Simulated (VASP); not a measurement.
An input for Ansatz (written as the equivalent of a VASP run, and not itself run):

Ansatz 0.2 input:
```yaml
crystal:
  lattice:
    - [0.0000000, 3.3059813, 3.3059813]
    - [3.3059813, 0.0000000, 3.3059813]
    - [3.3059813, 3.3059813, 0.0000000]
  atoms:
    - { symbol: Hg, position: [0.0000000, 0.0000000, 0.0000000] }
    - { symbol: Te, position: [0.2500000, 0.2500000, 0.2500000] }
kpoints:
  mp_grid: { grid: [10, 10, 10] }
hamiltonian:
  xc: pbe
  dispersion: d4
  pseudopotentials: { kind: paw }
scf:
  occupations: { method: methfessel_paxton, width: 0.1 }
  max_iter: 100
output: { forces: true, stress: true, eigenvalues: true }
```

Problem. Translate this input to VASP (INCAR, KPOINTS, POSCAR, choice of POTCAR).

Solution. This is not unique; one that fits is 
INCAR:
```
! general
SYSTEM  = HgTe
PREC    = Accurate
ENCUT   = 520
LREAL   = .FALSE.
LASPH   = .TRUE.

! electronic loop
EDIFF   = 1E-7
NELM    = 100
ALGO    = Normal
LMAXMIX = 6

! smearing
ISMEAR  = 1
SIGMA   = 0.1

! functional
GGA     = PE
IVDW    = 13

! ions
ISIF    = 2

! output
LWAVE   = .FALSE.
LCHARG  = .FALSE.
```

POSCAR:
```
HgTe
3.3059810
  0.0000000000   1.0000000972   1.0000000972
  1.0000000972   0.0000000000   1.0000000972
  1.0000000972   1.0000000972   0.0000000000
Hg Te
1 1
Cart
  0.0000000000   0.0000000000   0.0000000000
  0.5000000486   0.5000000486   0.5000000486
```

File KPOINTS:
```
Automatic mesh
0
Gamma
10 10 10
0 0 0
```

POTCAR, in this order: Hg Te (PBE.64 set). Program: vasp_std.

The two are equivalent in intent, not identical: each code has its own PAW files, so the cut-off isn't converted (ENCUT is set for VASP's; basis.ecutwfc is left out, and Ansatz then takes the one that its files recommend); Ansatz stops its SCF on the density residual and VASP on the energy change (EDIFF).

The compound is HgTe in the zinc blende structure. This cell is one point of a volume scan, at 1.03 of the reference volume.
